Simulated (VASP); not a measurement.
Ca:

```
Ca
1.0
     0.00000    2.80050    2.80050
     2.80050    0.00000    2.80050
     2.80050    2.80050    0.00000
Ca
1
Direct
  0.00000 0.00000 0.00000
```

```yaml
Program: VASP 6.6.1
Task: relaxation of cell and atoms
Functional: PBEsol
Potentials_or_basis: VASP PAW PBE potentials, release 64 (Ca_sv)
Cutoff: 600 eV
k_mesh: 6 × 6 × 6
Occupations: gaussian, width 0.1 eV
Spin: no spin polarisation
```

At the start: pressure -1.3 GPa; volume 43.93 Å³/atom.

Problem. How do energy, volume and symmetry change on relaxing?

Solution. Over 4 steps the energy falls by 15.2 meV/atom and the volume is 40.40 Å³/atom (-8.0 %); space group Fm-3m (No. 225, to 0.05 Å).

Step by step:
| step | energy change (eV) | largest force (eV/Å) | pressure (GPa) | volume (Å³) |
| --- | --- | --- | --- | --- |
| 1 | 0.0000 | 0.0000 | -1.29 | 43.93 |
| 2 | -0.0129 | 0.0000 | -0.54 | 41.71 |
| 3 | -0.0152 | 0.0000 | -0.03 | 40.48 |
| 4 | -0.0152 | 0.0000 | 0.00 | 40.40 |

Final structure:
```cif
data_structure
_symmetry_space_group_name_H-M 'P 1'
_symmetry_Int_Tables_number 1
_cell_length_a 3.8514
_cell_length_b 3.8514
_cell_length_c 3.8514
_cell_angle_alpha 60.000
_cell_angle_beta 60.000
_cell_angle_gamma 60.000
_cell_volume 40.40
loop_
_atom_site_label
_atom_site_type_symbol
_atom_site_fract_x
_atom_site_fract_y
_atom_site_fract_z
_atom_site_occupancy
Ca1 Ca 0.00000 0.00000 0.00000 1
```

Caveat: the PAW data sets were made with another functional, which shifts forces and pressure a little.
